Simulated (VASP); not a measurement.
Here is the system:

```xyz
3
Lattice="0.0000 2.6791 2.7246 2.7372 0.0000 2.7246 2.7372 2.6791 0.0000" Properties=species:S:1:pos:R:3 pbc="T T T"
Ca     0.0000     0.0000     0.0000
F      1.3686     1.3395     1.3623
F      4.1770     4.0186     4.0869
```

These are PBE GGA, VASP's PBE PAW potentials (set 64) (plane waves; VASP) values and carry that method's errors. Settings: 520 eV cut-off, 6×6×6 Γ-centred mesh, Gaussian smearing of 0.050 eV, potentials Ca_sv F.

**Question.** Predict the energy per atom (σ→0), pressure, largest force.

**Answer.** 
| Quantity | Result |
|---|---|
| energy per atom (σ→0) | -5.765 eV/atom |
| pressure | 4.42 GPa |
| largest force | 0.01371 Ry/bohr |

Total energies compare only between runs with the same potentials, cut-off and functional.

The compound is CaF2 in the fluorite structure. The cell was not relaxed at this level, atoms are displaced from their ideal sites. The run is one of a series of settings (EDIFF = 1E-8 against the base run), some of them coarse on purpose.
